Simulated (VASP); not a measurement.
Input of a VASP 6.6.1 run:

Contents of INCAR:

```
SYSTEM = PtSe2
PREC = Accurate
ENCUT = 600
EDIFF = 1E-7
ISMEAR = 0
SIGMA = 0.03
LREAL = .False.
LASPH = .True.
NELM = 80
ALGO = Normal
ISIF = 3
LWAVE = .False.
LCHARG = .False.
GGA = PE
IVDW = 12
IBRION = 2
NSW = 90
EDIFFG = -0.005
```

The input KPOINTS:

```
Automatic mesh
0
Gamma
  9 9 5
  0 0 0
```

Contents of POSCAR:

```
PtSe2                                   
1.0
    3.7698145845      0.0000000000      0.0000000000
   -1.8849072922      3.2647551977      0.0000000000
   -0.0000000000      0.0000000000      4.8122564178
  Pt              Se            
     1     2
Direct
     0.0000000000000000    0.0000000000000000    0.0000000000000000
     0.3333333332999970    0.6666666667000030    0.2666359067845580
     0.6666666667000030    0.3333333332999970    0.7333640932154419
```

Potentials or basis: VASP PAW PBE potentials, release 64 (Pt, Se).

Run with:

```sh
$ cat potpaw_PBE.64/Pt/POTCAR potpaw_PBE.64/Se/POTCAR > POTCAR
$ mpirun -np 1 vasp_std > vasp.out
```

Problem. What does it give for the space group after relaxing (to 0.05 Å)?

Solution. P-3m1 (No. 164).

Problem. Estimate the relaxed cell.

Solution. a = 3.768 Å, b = 3.768 Å, c = 4.820 Å, α = 90.00°, β = 90.00°, γ = 120.00°.

Forces in eV/Å, atoms in the order of the input:
```
Pt   0.000  0.000  0.000
Se   0.000  0.000 -0.004
Se   0.000  0.000  0.004
```

 Spin-orbit coupling is left out, which matters for the levels of Pt.
